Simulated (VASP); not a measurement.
The input files of a VASP run:

INCAR:
```
GGA = PE   ! PBE
EDIFF = 1E-6   ! SCF stop (eV)
SIGMA = 0.1   ! width (eV)
LASPH = .True.   ! aspherical one-centre terms
LCHARG = .False.
ENCUT = 300   ! plane-wave cut-off (eV)
SYSTEM = Cl2
ALGO = Normal   ! blocked Davidson
LREAL = .False.   ! projection in real space or not
ISMEAR = -1   ! Fermi-Dirac
NELM = 100   ! most electronic steps
ISIF = 2
PREC = Accurate
LWAVE = .False.
```

**POSCAR**
```
Cl2
1.0
  4.8351350000   0.0000000000   0.0000000000
 -2.4175670000   4.1873490000   0.0000000000
  0.0000000000   0.0000000000   2.9408080000
Cl
3
Cartesian
  0.0000000000   0.0000000000   0.0000000000
 -0.0000020842   2.7915673958   1.4704040000
  2.4175700842   1.3957816042   1.4704040000
```

**KPOINTS**
```
Automatic
0
G
6 6 9
0 0 0
```

POTCAR, in this order: Cl (PBE.64 set). Program: vasp_std.

**Question.** Write an equivalent input for Ansatz.

**Answer.** One equivalent input (not run):
Ansatz 0.2 input:
```yaml
crystal:
  lattice:
    - [4.8351350, 0.0000000, 0.0000000]
    - [-2.4175670, 4.1873490, 0.0000000]
    - [0.0000000, 0.0000000, 2.9408080]
  atoms:
    - { symbol: Cl, position: [0.0000000, 0.0000000, 0.0000000] }
    - { symbol: Cl, position: [0.3333330, 0.6666670, 0.5000000] }
    - { symbol: Cl, position: [0.6666670, 0.3333330, 0.5000000] }
kpoints:
  mp_grid: { grid: [6, 6, 9] }
hamiltonian:
  xc: pbe
  pseudopotentials: { kind: paw }
scf:
  occupations: { method: fermi_dirac, width: 0.1 }
  max_iter: 100
output: { forces: true, stress: true, eigenvalues: true }
```
What does not carry over: each code has its own PAW files, so the cut-off isn't converted (ENCUT is set for VASP's; basis.ecutwfc is left out, and Ansatz then takes the one that its files recommend); Ansatz stops its SCF on the density residual and VASP on the energy change (EDIFF).

The structure was generated: Cl2 was put into an ordered model structure, which need not be its known phase. The cell was not relaxed at this level, and its volume differs by -5.9 % from the start's.
